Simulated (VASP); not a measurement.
Here is a VASP 6.6.1 calculation.

Contents of INCAR:

```
  PREC = Accurate
  ENCUT = 600
  EDIFF = 1E-7
  ISMEAR = 0
  SIGMA = 0.1
  LREAL = F
  LASPH = T
  NELM = 100
  ALGO = Normal
  ISIF = 3
  LWAVE = F
  LCHARG = F
  GGA = PE
  IBRION = 2
  NSW = 90
  EDIFFG = -0.04
```

Contents of KPOINTS:

```
regular mesh
0
Gamma
  6 6 6
```

Contents of POSCAR:

```
Li7Sb
1.0
    2.8546864200      1.6481539700      3.7510981600
   -2.8546864200      1.6481539700      3.7510981600
    0.0000000000     -3.2963079400      3.7510981600
Li Sb
7 1
Direct
    0.0000000000      0.0000000000      0.5000000000
    0.5000000000      0.0000000000      0.0000000000
    0.0000000000      0.5000000000      0.0000000000
    0.7864243700      0.7864243700      0.7864243700
    0.2135756300      0.2135756300      0.2135756300
    0.3842183600      0.3842183600      0.3842183600
    0.6157816400      0.6157816400      0.6157816400
    0.0000000000      0.0000000000      0.0000000000
```

Potentials or basis: VASP PAW PBE potentials, release 64 (Li_sv, Sb).

Command:

```console
$ cat potpaw_PBE.64/Li_sv/POTCAR potpaw_PBE.64/Sb/POTCAR > POTCAR
$ mpirun -np 1 vasp_std > vasp.out
```

Task: What does it give for the space group after relaxing (to 0.05 Å)?

Result: R-3m (No. 166).

Task: Predict the relaxed cell.

Result: a = 6.180 Å, b = 6.180 Å, c = 6.180 Å, α = 50.89°, β = 50.89°, γ = 50.89°.

Task: Estimate the band gap on the k mesh.

Result: None (metal or under the smearing width).

Step by step:
| step | energy change (eV) | largest force (eV/Å) | pressure (GPa) | volume (Å³) |
| --- | --- | --- | --- | --- |
| 1 | 0.0000 | 1.9070 | 21.15 | 105.89 |
| 2 | -2.8902 | 0.9455 | 6.86 | 134.88 |
| 3 | -3.6425 | 1.0291 | 1.70 | 157.29 |
| 4 | -3.7495 | 1.1129 | -0.35 | 169.26 |
| 5 | -3.9340 | 0.9739 | -0.31 | 169.63 |
| 6 | -4.1638 | 0.5598 | -0.30 | 170.47 |
| 7 | -4.3173 | 0.4563 | -0.42 | 169.97 |
| 8 | -4.7645 | 0.2873 | -0.76 | 168.33 |
| 9 | -5.0433 | 1.2364 | -1.43 | 164.52 |
| 10 | -5.0731 | 0.8973 | -1.34 | 165.59 |
| 11 | -5.2737 | 0.8914 | -1.56 | 163.72 |
| 12 | -5.6654 | 0.8854 | -2.19 | 157.40 |
| 13 | -4.9193 | 3.1193 | -2.29 | 142.08 |
| 14 | -5.6506 | 1.0627 | -2.31 | 155.29 |
| 15 | -5.8271 | 0.6787 | -2.07 | 151.72 |
| 16 | -6.1958 | 0.4903 | -1.04 | 141.24 |
| 17 | -6.3154 | 0.7205 | 2.82 | 121.33 |
| 18 | -6.4077 | 0.2242 | 0.73 | 130.57 |
| 19 | -6.4159 | 0.1766 | 1.15 | 128.50 |
| 20 | -6.4441 | 0.1106 | 0.13 | 130.97 |
| 21 | -6.4455 | 0.0927 | -0.14 | 131.66 |
| 22 | -6.4469 | 0.0531 | -0.07 | 131.40 |
| 23 | -6.4473 | 0.0513 | -0.01 | 131.16 |
| 24 | -6.4476 | 0.0172 | 0.04 | 131.05 |

Caveat: the cutoff is under 1.25 times the usual one of these potentials, so pressure, stress and relaxed cells hold a basis-set (Pulay) error; the volume moved by over 15 % at a fixed basis, so the end points are rough. The run has no spin-orbit coupling, so splittings on Sb are missing.
